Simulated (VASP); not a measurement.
An input for Quantum ESPRESSO's pw.x (written as the equivalent of a VASP run, and not itself run):

```
&CONTROL
  calculation = 'scf'
  pseudo_dir = './pseudo'
  outdir = './out'
  tprnfor = .true.
  tstress = .true.
/
&SYSTEM
  ibrav = 0
  nat = 4
  ntyp = 2
  ecutwfc = 84
  occupations = 'smearing'
  smearing = 'methfessel-paxton'
  degauss = 0.009996
  input_dft = 'pbe'
/
&ELECTRONS
  conv_thr = 7.3e-08
  electron_maxstep = 100
/
ATOMIC_SPECIES
  Ti 47.867 Ti.upf
  Pt 195.084 Pt.upf
CELL_PARAMETERS angstrom
     3.9245300    0.0000000    0.0000000
     0.0000000    3.9245300    0.0000000
     0.0000000    0.0000000    3.9245300
ATOMIC_POSITIONS crystal
  Ti   0.0013780  0.0082000  0.0086580
  Pt   0.4995860  0.4878930 -0.0115510
  Pt  -0.0129860  0.5002690  0.5144710
  Pt   0.5120220  0.0036380  0.4884210
K_POINTS automatic
  7 7 7 0 0 0
```

### Question
Write the VASP files for the same calculation (PBE).

### Answer
One answer among several that fit: 
**KPOINTS**
```
Automatic mesh
0
Gamma
7 7 7
0 0 0
```

INCAR:
```
ALGO=Normal
EDIFF=1E-6
ENCUT=300
GGA=PE
ISIF=2
ISMEAR=1
LASPH=.TRUE.
LCHARG=.FALSE.
LMAXMIX=6
LREAL=.FALSE.
LWAVE=.FALSE.
NELM=100
PREC=Accurate
SIGMA=0.136
SYSTEM=TiPt3
```

POSCAR:
```
TiPt3
1.0
  3.9245300000   0.0000000000   0.0000000000
  0.0000000000   3.9245300000   0.0000000000
  0.0000000000   0.0000000000   3.9245300000
Ti Pt
1 3
Direct
  0.0013780000   0.0082000000   0.0086580000
  0.4995860000   0.4878930000  -0.0115510000
 -0.0129860000   0.5002690000   0.5144710000
  0.5120220000   0.0036380000   0.4884210000
```

POTCAR, in this order: Ti_sv Pt (PBE.64 set). Program: vasp_std.

The two are equivalent in intent, not identical: the potentials are each code's own (VASP's PAW set, PseudoDojo norm-conserving files in pw.x), so ENCUT and ecutwfc are chosen apart and not converted; conv_thr bounds pw.x's estimated SCF error, while EDIFF bounds the energy change between steps.

The structure comes from a computed database's TiPt3 entry; how it stands against other phases isn't given here. The cell was not relaxed at this level, atoms are displaced from their ideal sites.
